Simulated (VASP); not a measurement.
Input:

```yaml
crystal:
  lattice:
    - [1.59153, -2.70053, 0.00000]
    - [1.59153, 2.70053, 0.00000]
    - [0.00000, 0.00000, 5.12082]
  atoms:
    - { symbol: Mg, position: [0.33333, 0.66667, 0.25000] }
    - { symbol: Mg, position: [0.69185, 0.35852, 0.75000] }
```

The numbers are results of PBE GGA, VASP's PBE PAW potentials (set 64) (plane waves; VASP), not measurements. Settings: 400 eV cut-off, 3×3×2 Monkhorst-Pack mesh, first-order Methfessel-Paxton smearing of 0.10 eV, potentials Mg.

Task: Predict the energy per atom (σ→0), pressure, largest force.

Result: 
The energy per atom (σ→0) is -138.7 kJ/mol of atoms and the pressure is 1.57 GPa. The largest force comes out as 0.071 eV/Å.

The compound is Mg in the hcp structure. The cell was not relaxed at this level, atoms are displaced from their ideal sites. The k-mesh is coarse (spacing up to 0.76 per Å, 2π included), so the numbers may not be converged in it. The run is one of a series of settings (KPOINTS 3×3×2 Monkhorst-Pack mesh against the base run), some of them coarse on purpose.
